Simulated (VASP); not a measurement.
Here is the system:

```
CELL_PARAMETERS angstrom
      3.88751     0.00000     0.00000
     -1.94376     3.36668     0.00000
      0.00000     0.00000     4.76113
ATOMIC_POSITIONS crystal
  Fe 0.00000 0.00000 0.74604
  Fe 0.00000 0.00000 0.25396
  Fe 0.66667 0.33333 0.00000
  Ge 0.66667 0.33333 0.50000
  Ge 0.33333 0.66667 0.00000
```

Computed with LDA (Ceperley-Alder, Perdew-Zunger), VASP's LDA PAW potentials (set 64) (plane waves; VASP). Settings: 400 eV cut-off, 10×10×7 Γ-centred mesh, tetrahedra with Blöchl corrections, potentials Fe Ge_d.

The cores are frozen, which limits the accuracy of field gradients. The run has a spin-polarised start.

Q: Give the principal components of the electric field gradient (V/Å²) and the asymmetry η at each nucleus.

A: 
| atom | Vxx | Vyy | Vzz | η |
|---|---|---|---|---|
| Fe1 | 32.3 | 32.3 | -64.5 | 0.00 |
| Fe2 | 32.3 | 32.3 | -64.5 | 0.00 |
| Fe3 | -12.5 | -12.5 | 24.9 | 0.00 |
| Ge4 | 25.9 | 25.9 | -51.7 | 0.00 |
| Ge5 | -96.1 | -96.1 | 192.1 | 0.00 |

The structure comes from a computed database's Fe3Ge2 entry (P-6m2); how it stands against other phases isn't given here. It was relaxed first, which changed the volume by -9 %.
